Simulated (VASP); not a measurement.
Here is the system:

```
CELL_PARAMETERS angstrom
      0.00000     2.19229     2.19229
      2.19229     0.00000     2.19229
      2.19229     2.19229     0.00000
ATOMIC_POSITIONS crystal
  Na 0.00000 0.00000 0.00000
  F  0.50000 0.50000 0.50000
```

Level of theory: PBE GGA, VASP's PBE PAW potentials (set 64) (plane waves; VASP). Settings: 600 eV cut-off, 10×10×10 Γ-centred mesh, Gaussian smearing of 0.050 eV, potentials Na_pv F.

Q: What does the run give for the energy per atom (σ→0), pressure, band gap (on the k-mesh) with the smallest direct gap where there is one?

A: 
```yaml
band gap (on the k-mesh): 7.30 eV
smallest direct gap (on the k-mesh): 7.30 eV
energy per atom (σ→0): -4.187 eV/atom
pressure: 15.05 GPa
```

The absolute energy has meaning only against runs of the same code, potentials and settings.

The compound is NaF in the rock salt structure. It was relaxed first under an external pressure of 15 GPa.
